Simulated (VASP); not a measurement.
VASP input:

File KPOINTS:
```
Automatic
0
G
 5 5 5
```

POSCAR:
```
CsI
1
    0.0000000000     4.1364000000     4.1364000000
    4.1364000000     0.0000000000     4.1364000000
    4.1364000000     4.1364000000     0.0000000000
Cs I
1 1
Direct
  0.0000000000   0.0000000000   0.0000000000
  0.5000000000   0.5000000000   0.5000000000
```

INCAR:
```
! general
SYSTEM  = CsI
PREC    = Accurate
ENCUT   = 400
LREAL   = .FALSE.
LASPH   = .TRUE.

! electronic loop
EDIFF   = 1E-6
NELM    = 100
ALGO    = Normal
LMAXMIX = 4

! smearing
ISMEAR  = 0
SIGMA   = 0.05

! functional
GGA     = PS

! ions
IBRION  = 2
NSW     = 60
ISIF    = 3
EDIFFG  = -0.01

! output
LWAVE   = .FALSE.
LCHARG  = .FALSE.
```

POTCAR, in this order: Cs_sv I (PBE.64 set). Program: vasp_std.

Q: Write an equivalent input for Quantum ESPRESSO's pw.x.

A: One equivalent input (not run):
```
&CONTROL
  calculation = 'vc-relax'
  pseudo_dir = './pseudo'
  outdir = './out'
  tprnfor = .true.
  tstress = .true.
  nstep = 60
  forc_conv_thr = 0.00039
/
&SYSTEM
  ibrav = 0
  nat = 2
  ntyp = 2
  ecutwfc = 70
  occupations = 'smearing'
  smearing = 'gaussian'
  degauss = 0.003675
  input_dft = 'pbesol'
/
&ELECTRONS
  conv_thr = 7.3e-08
  electron_maxstep = 100
/
&IONS
/
&CELL
/
ATOMIC_SPECIES
  Cs 132.905 Cs.upf
  I 126.904 I.upf
CELL_PARAMETERS angstrom
     0.0000000    4.1364000    4.1364000
     4.1364000    0.0000000    4.1364000
     4.1364000    4.1364000    0.0000000
ATOMIC_POSITIONS crystal
  Cs   0.0000000  0.0000000  0.0000000
  I    0.5000000  0.5000000  0.5000000
K_POINTS automatic
  5 5 5 0 0 0
```
The two are equivalent in intent, not identical: the potentials are each code's own (VASP's PAW set, PseudoDojo norm-conserving files in pw.x), so ENCUT and ecutwfc are chosen apart and not converted; conv_thr bounds pw.x's estimated SCF error, while EDIFF bounds the energy change between steps; forc_conv_thr acts on force components and is met together with etot_conv_thr.

The structure was generated: CsI was put into the rock salt type (Fm-3m), which need not be its known phase. This run relaxes it. Symmetry was kept, so distortions that lower it aren't found.
